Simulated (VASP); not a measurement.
Level of theory: rev-vdW-DF2, VASP's PBE PAW potentials (set 64) (plane waves; VASP).

VASP ran on this input.

INCAR:
```
LWAVE  =  .FALSE.
ENCUT  =  520   ! plane-wave cut-off (eV)
PARAM1  =  0.1234568
LUSE_VDW  =  .TRUE.
ALGO  =  Normal   ! blocked Davidson
NELM  =  100   ! most electronic steps
NEDOS  =  601   ! DOS grid
LASPH  =  .TRUE.   ! aspherical one-centre terms
GGA  =  MK
LREAL  =  .FALSE.   ! projection in real space or not
SYSTEM  =  CuZn
LMAXMIX  =  4   ! l cut-off of mixed one-centre charges
PREC  =  Accurate
LORBIT  =  11   ! lm-projected
LCHARG  =  .TRUE.
PARAM2  =  0.7114
ZAB_VDW  =  -1.8867
EDIFF  =  1E-7   ! SCF stop (eV)
AGGAC  =  0.0
ISIF  =  2   ! forces and stress, cell fixed
ISMEAR  =  -5   ! tetrahedra, Bloechl
```

**KPOINTS**
```
Automatic mesh
0
Gamma
14 14 14
0 0 0
```

### POSCAR
```
CuZn
1
    2.9442160492     0.0000000000    -0.0000000000
    0.0000000000     2.9442160492    -0.0000000000
    0.0000000000     0.0000000000     2.9442160492
Zn Cu
1 1
Direct
  0.5000000000   0.5000000000   0.5000000000
  0.0000000000   0.0000000000   0.0000000000
```

POTCAR, in this order: Zn Cu (PBE.64 set). Program: vasp_std.

The run wrote:

File OSZICAR:
```
       N       E                     dE             d eps       ncg     rms          rms(c)
DAV:   1     0.116978976634E+03    0.11698E+03   -0.11664E+04  3752   0.254E+03
DAV:   2     0.222954383109E+01   -0.11475E+03   -0.11201E+03  3614   0.328E+02
DAV:   3    -0.818171042663E+00   -0.30477E+01   -0.30397E+01  4363   0.727E+01
DAV:   4    -0.840873197876E+00   -0.22702E-01   -0.22691E-01  4377   0.557E+00
DAV:   5    -0.841156481240E+00   -0.28328E-03   -0.28328E-03  4667   0.643E-01    0.938E+00
DAV:   6    -0.659556080187E+00    0.18160E+00   -0.16612E+01  3932   0.107E+02    0.583E+00
DAV:   7     0.219108970092E+00    0.87867E+00   -0.37156E+00  3811   0.987E+01    0.218E+00
DAV:   8     0.217734694553E+00   -0.13743E-02   -0.17876E-01  4888   0.605E+00    0.124E+00
DAV:   9     0.226955864403E+00    0.92212E-02   -0.18941E-02  4315   0.357E+00    0.543E-02
DAV:  10     0.226938773059E+00   -0.17091E-04   -0.53398E-04  4350   0.312E-01    0.251E-02
DAV:  11     0.226930251740E+00   -0.85213E-05   -0.10233E-05  4781   0.441E-02    0.133E-02
DAV:  12     0.226930608986E+00    0.35725E-06   -0.12841E-06  4778   0.288E-02    0.211E-03
DAV:  13     0.226930303674E+00   -0.30531E-06   -0.26038E-07  3268   0.159E-02    0.812E-04
DAV:  14     0.226930530831E+00    0.22716E-06   -0.70249E-08  2367   0.737E-03    0.184E-04
DAV:  15     0.226930489972E+00   -0.40859E-07   -0.14947E-08  2185   0.255E-03
   1 F= 0.22693049E+00 E0= 0.22693049E+00  d E =0.000000E+00
```

OUTCAR:
```
------------------------ aborting loop because EDIFF is reached ----------------------------------------
  FORCE on cell =-STRESS in cart. coord.  units (eV):
  Direction    XX          YY          ZZ          XY          YZ          ZX
  --------------------------------------------------------------------------------------
  Total        0.0217268      0.0217268      0.0217268      0.0000000     -0.0000000      0.0000000
  in kB        1.3639482      1.3639482      1.3639482      0.0000000     -0.0000000      0.0000000
  external PRESSURE =       1.3639482 kB  Pullay stress =       0.0000000 kB
  volume of cell :       25.52
      direct lattice vectors                 reciprocal lattice vectors
     2.944216049  0.000000000  0.000000000     0.339648987  0.000000000  0.000000000
     0.000000000  2.944216049  0.000000000     0.000000000  0.339648987  0.000000000
     0.000000000  0.000000000  2.944216049     0.000000000  0.000000000  0.339648987
 POSITION                                       TOTAL-FORCE (eV/Angst)
 -----------------------------------------------------------------------------------
      1.47211      1.47211      1.47211         0.000000      0.000000      0.000000
      0.00000      0.00000      0.00000         0.000000      0.000000      0.000000
 -----------------------------------------------------------------------------------
    total drift:                                0.000000      0.000000     -0.000000
  FREE ENERGIE OF THE ION-ELECTRON SYSTEM (eV)
  ---------------------------------------------------
  free  energy   TOTEN  =         0.2269304900 eV

  energy  without entropy=        0.2269304900  energy(sigma->0) =        0.22693049

 total charge

# of ion       s       p       d       tot
------------------------------------------
    1        0.592   0.525   9.744  10.860
    2        0.433   0.383   9.193  10.009
--------------------------------------------------
tot          1.025   0.908  18.937  20.870
```
(Selected blocks of OUTCAR.)

OUTCAR:
```
 val. band max:        5.4524646319   @ k =   0.4286   0.3571   0.2143

 cond. band min:       5.5312859233   @ k =   0.4286   0.2857   0.2857


 Fermi energy:         5.4163196408

 k-point     1 :       0.0000    0.0000    0.0000
  band No.  band energies     occupation
      1      -4.9201      2.00000
      2      -2.5000      2.00000
      3      -2.5000      2.00000
      4      -1.8152      2.00000
      5      -1.8152      2.00000
      6      -1.8152      2.00000
      7       1.8014      2.00000
      8       1.8014      2.00000
      9       2.6407      2.00000
     10       2.6407      2.00000
     11       2.6407      2.00000
     12      11.6196      0.00000
     13      11.6196      0.00000
     14      11.6196      0.00000
     15      16.7998      0.00000

 k-point     2 :       0.0714    0.0000    0.0000
  band No.  band energies     occupation
      1      -4.8276      2.00000
      2      -2.4896      2.00000
      3      -2.4801      2.00000
      4      -1.8233      2.00000
      5      -1.8233      2.00000
      6      -1.8111      2.00000
      7       1.7961      2.00000
      8       1.8103      2.00000
      9       2.6097      2.00000
     10       2.6097      2.00000
     11       2.6372      2.00000
     12      10.7390      0.00000
     13      11.7601      0.00000
     14      11.7601      0.00000
     15      16.8491      0.00000

 k-point     3 :       0.1429    0.0000    0.0000
  band No.  band energies     occupation
      1      -4.5532      2.00000
      2      -2.4600      2.00000
      3      -2.4217      2.00000
      4      -1.8459      2.00000
      5      -1.8459      2.00000
      6      -1.7997      2.00000
      7       1.7812      2.00000
      8       1.8304      2.00000
      9       2.5256      2.00000
     10       2.5256      2.00000
     11       2.6272      2.00000
     12       9.0200      0.00000
     13      12.1720      0.00000
     14      12.1720      0.00000
     15      16.9986      0.00000
...
```

For a metal the tetrahedron method with Blöchl corrections gives inexact stress and forces.

The compound is CuZn in the CsCl type structure. It was relaxed first. The electron count is odd and the run is not spin-polarised, which forces a metal.
